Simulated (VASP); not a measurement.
Given:

```xyz
4
Lattice="3.5571 0.0000 0.0000 0.0000 3.5571 0.0000 0.0000 0.0000 3.5571" Properties=species:S:1:pos:R:3 pbc="T T T"
Al     0.0000     0.0000     0.0000
Ni     0.0000     1.7785     1.7785
Ni     1.7785     0.0000     1.7785
Ni     1.7785     1.7785     0.0000
```
Starting moments (μB, in the order of the record's atoms Al Ni Ni Ni): 0.0 0.3 0.3 0.3.

Calculation: PBE GGA with D3 dispersion (zero damping), VASP's PBE PAW potentials (set 64) (plane waves; VASP). Run with 520 eV cut-off, 9×9×9 Γ-centred mesh, first-order Methfessel-Paxton smearing of 0.10 eV, potentials Al Ni.

Task: Give the stress tensor in GPa (positive for a compressed cell).

Result: 
```
-5.38   0.00   0.00
 0.00  -5.38   0.00
 0.00   0.00  -5.38
```
The pressure is its mean diagonal, -5.38 GPa.

The compound is Ni3Al in the L1_2 structure. This cell is one point of a volume scan, at 1.03 of the reference volume.
